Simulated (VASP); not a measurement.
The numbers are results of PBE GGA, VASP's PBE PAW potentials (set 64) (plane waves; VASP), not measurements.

A VASP calculation is set up with these files.

### KPOINTS
```
Automatic mesh
0
Gamma
7 7 7
0 0 0
```

INCAR:
```
ALGO = Normal
EDIFF = 1E-6
ENCUT = 775
GGA = PE
ISIF = 2
ISMEAR = 0
LASPH = .TRUE.
LCHARG = .FALSE.
LMAXMIX = 4
LREAL = .FALSE.
LWAVE = .FALSE.
NELM = 100
PREC = Accurate
SIGMA = 0.05
SYSTEM = Ge
```

**POSCAR**
```
Ge
5.771160
  0.0000000000   0.5000000000   0.5000000000
  0.5000000000   0.0000000000   0.5000000000
  0.5000000000   0.5000000000   0.0000000000
Ge
2
Cart
  0.0000000000   0.0000000000   0.0000000000
  0.2500000000   0.2500000000   0.2500000000
```

POTCAR, in this order: Ge_d (PBE.64 set). Program: vasp_std.

The resulting files:

OUTCAR:
```
 ion  position               nearest neighbor table
   1  0.000  0.000  0.000-   2 2.50   2 2.50   2 2.50   2 2.50
   2  0.250  0.250  0.250-   1 2.50   1 2.50   1 2.50   1 2.50
  LATTYP: Found a face centered cubic cell.
 ALAT       =     5.7711600000
 Subroutine PRICEL returns:
 Original cell was already a primitive cell.
 Subroutine GETGRP returns: Found 48 space group operations
The static configuration has the point symmetry T_d .
 The point group associated with its full space group is O_h .
The dynamic configuration has the point symmetry T_d .
 Subroutine INISYM returns: Found 48 space group operations
 Subroutine IBZKPT returns following result:
 Found     20 irreducible k-points:

 Following reciprocal coordinates:
            Coordinates               Weight
  0.000000  0.000000  0.000000      1.000000
  0.142857  0.000000  0.000000      8.000000
  0.285714  0.000000  0.000000      8.000000
  0.428571  0.000000  0.000000      8.000000
  0.142857  0.142857  0.000000      6.000000
  0.285714  0.142857  0.000000     24.000000
  0.428571  0.142857  0.000000     24.000000
 -0.428571  0.142857  0.000000     24.000000
 -0.285714  0.142857  0.000000     24.000000
 -0.142857  0.142857  0.000000     12.000000
  0.285714  0.285714  0.000000      6.000000
  0.428571  0.285714  0.000000     24.000000
 -0.428571  0.285714  0.000000     24.000000
 -0.285714  0.285714  0.000000     12.000000
  0.428571  0.428571  0.000000      6.000000
 -0.428571  0.428571  0.000000     12.000000
  0.428571  0.285714  0.142857     24.000000
 -0.428571  0.285714  0.142857     48.000000
 -0.428571  0.428571  0.142857     24.000000
 -0.285714  0.428571  0.142857     24.000000
   k-points           NKPTS =     20   k-points in BZ     NKDIM =     20   number of bands    NBANDS=     18
   number of dos      NEDOS =    301   number of ions     NIONS =      2
   total plane-waves  NPLWV =  64000
   dimension x,y,z NGX =    40 NGY =   40 NGZ =   40
   dimension x,y,z NGXF=    80 NGYF=   80 NGZF=   80
   ions per type =               2
   PREC   = accura    normal or accurate (medium, high low for compatibility)
   ISTART =      0    job   : 0-new  1-cont  2-samecut
   ICHARG =      2    charge: 1-file 2-atom 10-const
   ISPIN  =      1    spin polarized calculation?
   LNONCOLLINEAR =      F non collinear calculations
   LSORBIT =      F    spin-orbit coupling
   INIWAV =      1    electr: 0-lowe 1-rand  2-diag
   ENCUT  =  775.0 eV  56.96 Ry    7.55 a.u.   9.26  9.26  9.26*2*pi/ulx,y,z
   NELM   =    100;   NELMIN=  2; NELMDL= -5     # of ELM steps
   EDIFF  = 0.1E-05   stopping-criterion for ELM
   LREAL  =      F    real-space projection
   NLSPLINE    = F    spline interpolate recip. space projectors
   LMAXMIX     =    4 max onsite mixed and CHGCAR
   VOSKOWN=      0    Vosko Wilk Nusair interpolation
   EDIFFG = 0.1E-04   stopping-criterion for IOM
   NSW    =      0    number of steps for IOM
   NBLOCK =      1;   KBLOCK =      1    inner block; outer block
   IBRION =     -1    ionic relax: 0-MD 1-quasi-New 2-CG
   NFREE  =      0    steps in history (QN), initial steepest desc. (CG)
   ISIF   =      2    stress and relaxation
   ISYM   =      2    0-nonsym 1-usesym 2-fastsym
   TEIN   =    0.0    initial temperature
   TEBEG  =    0.0;   TEEND  =   0.0 temperature during run
   SMASS  =  -3.00    Nose mass-parameter (am)
   PSTRESS=    0.0 pullay stress
   NELECT =      28.0000    total number of electrons
   EFERMI =   0.00;   METHOD = LEGACY
   ISMEAR =     0;   SIGMA  =   0.05  broadening in eV -4-tet -1-fermi 0-gaus
   IALGO  =     38    algorithm
   LDIAG  =      T    sub-space diagonalisation (order eigenvalues)
   IMIX   =      4    mixing-type and parameters
     AMIX     =   0.40;   BMIX     =  1.00
...
```

### OSZICAR
```
       N       E                     dE             d eps       ncg     rms          rms(c)
DAV:   1     0.179547071048E+03    0.17955E+03   -0.19101E+04   728   0.507E+03
DAV:   2     0.145685850937E+02   -0.16498E+03   -0.16259E+03   728   0.626E+02
DAV:   3    -0.826483607300E+01   -0.22833E+02   -0.22612E+02   790   0.163E+02
DAV:   4    -0.907429925103E+01   -0.80946E+00   -0.80763E+00   854   0.339E+01
DAV:   5    -0.908700778165E+01   -0.12709E-01   -0.12706E-01   800   0.452E+00    0.297E+00
DAV:   6    -0.904110493653E+01    0.45903E-01   -0.21330E-02   792   0.177E+00    0.178E+00
DAV:   7    -0.901385153887E+01    0.27253E-01   -0.50521E-02   764   0.238E+00    0.155E-01
DAV:   8    -0.901558370265E+01   -0.17322E-02   -0.67245E-03   836   0.135E+00    0.549E-02
DAV:   9    -0.901561353411E+01   -0.29831E-04   -0.30218E-04   930   0.353E-01    0.196E-02
DAV:  10    -0.901565311751E+01   -0.39583E-04   -0.11078E-04   762   0.143E-01    0.586E-03
DAV:  11    -0.901565443281E+01   -0.13153E-05   -0.10806E-05   888   0.665E-02    0.203E-03
DAV:  12    -0.901565465801E+01   -0.22520E-06   -0.64928E-07   568   0.124E-02
   1 F= -.90156547E+01 E0= -.90154216E+01  d E =-.466166E-03
```

OUTCAR:
```
------------------------ aborting loop because EDIFF is reached ----------------------------------------
  FORCE on cell =-STRESS in cart. coord.  units (eV):
  Direction    XX          YY          ZZ          XY          YZ          ZX
  --------------------------------------------------------------------------------------
  Total       -0.0877158     -0.0877158     -0.0877158     -0.0000000     -0.0000000     -0.0000000
  in kB       -2.9245498     -2.9245498     -2.9245498     -0.0000000     -0.0000000     -0.0000000
  external PRESSURE =      -2.9245498 kB  Pullay stress =       0.0000000 kB
  volume of cell :       48.05
      direct lattice vectors                 reciprocal lattice vectors
     0.000000000  2.885580000  2.885580000    -0.173275390  0.173275390  0.173275390
     2.885580000  0.000000000  2.885580000     0.173275390 -0.173275390  0.173275390
     2.885580000  2.885580000  0.000000000     0.173275390  0.173275390 -0.173275390
 POSITION                                       TOTAL-FORCE (eV/Angst)
 -----------------------------------------------------------------------------------
      0.00000      0.00000      0.00000        -0.000000      0.000000      0.000000
      1.44279      1.44279      1.44279         0.000000     -0.000000     -0.000000
 -----------------------------------------------------------------------------------
    total drift:                               -0.000000     -0.000000      0.000000
  FREE ENERGIE OF THE ION-ELECTRON SYSTEM (eV)
  ---------------------------------------------------
  free  energy   TOTEN  =        -9.0156546580 eV

  energy  without entropy=       -9.0151884919  energy(sigma->0) =       -9.01542157
```
(Selected blocks of OUTCAR.)

The compound is Ge in the diamond structure. The cell was not relaxed at this level. The run is one of a series of settings (ENCUT = 775 against the base run), some of them coarse on purpose.
